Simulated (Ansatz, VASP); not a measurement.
## K3W: VASP beside Ansatz

The input INCAR:

```
SYSTEM = K3W
  ALGO = Normal
  EDIFF = 1E-7
  EDIFFG = -0.01
  ENCUT = 600
  GGA = PE
  IBRION = 2
  ISIF = 3
  ISMEAR = 0
  LASPH = .TRUE.
  LCHARG = .FALSE.
  LREAL = .FALSE.
  LWAVE = .FALSE.
  NELM = 100
  NSW = 100
  PREC = Accurate
  SIGMA = 0.1
```

KPOINTS

```
k-points
0
G
  10 10 10
  0 0 0
```

The input POSCAR:

```
K3W
1.0
    0.0000000000      4.0271676700      4.0271676700
    4.0271676700      0.0000000000      4.0271676700
    4.0271676700      4.0271676700      0.0000000000
K W
3 1
Direct
    0.7500000000      0.7500000000      0.7500000000
    0.5000000000      0.5000000000      0.5000000000
    0.2500000000      0.2500000000      0.2500000000
    0.0000000000      0.0000000000      0.0000000000
```

Input for Ansatz:

```yaml
crystal:
  lattice:
    - [0.0, 4.02716767, 4.02716767]
    - [4.02716767, 0.0, 4.02716767]
    - [4.02716767, 4.02716767, 0.0]
  atoms:
    - { symbol: K, position: [0.75, 0.75, 0.75] }
    - { symbol: K, position: [0.5, 0.5, 0.5] }
    - { symbol: K, position: [0.25, 0.25, 0.25] }
    - { symbol: W, position: [0.0, 0.0, 0.0] }
basis:
  ecutwfc: 420
kpoints:
  mp_grid: { grid: [10, 10, 10] }
hamiltonian:
  xc: pbe
scf:
  occupations: { method: gaussian, width: 0.1 }
output:
  forces: true
  stress: true
  eigenvalues: true
  write_density: true
  write_potential: true
  elf: true
  volumetric_format: npy
relax:
  adjacent_minimum: "off"
  f_tol: 0.01
  max_steps: 80
  cell: { stress_tol: 0.05 }
```

Alike in both runs: task relaxation of cell and atoms; functional PBE; k mesh 10 × 10 × 10; occupations gaussian, width 0.1 eV; no spin polarisation.

|  | VASP | Ansatz |
| --- | --- | --- |
| version | VASP 6.6.1 | Ansatz 0.2.0 |
| potentials or method | VASP PAW PBE potentials, release 64 (K_sv, W_sv) | scalar-relativistic, plane waves, PAW |
| plane-wave cutoff (eV) | 600 | 420 |
| valence electrons in the cell | 41 | 41 |

Ansatz gave:

| Property | Result |
| --- | --- |
| gap on the k mesh at the Fermi level, each at its own relaxed structure (eV) | none |
| relaxed volume (Å³/atom) | 39.97 |
| relaxed cell length with the largest relative difference (Å) | 6.092 |
| energy change over the relaxation (meV/atom) | -63 |

Task: Which values does VASP return?

Result: gap on the k mesh at the Fermi level, each at its own relaxed structure (eV): none; relaxed volume (Å³/atom): 40.04; relaxed cell length with the largest relative difference (Å): 6.096; energy change over the relaxation (meV/atom): -64.

A gap of «none» marks a metal or a gap that the smearing closes.

Caveats: the volume moved by over 15 % at a fixed basis, so the end points are rough (VASP). Spin-orbit coupling is left out, which matters for the levels of W.
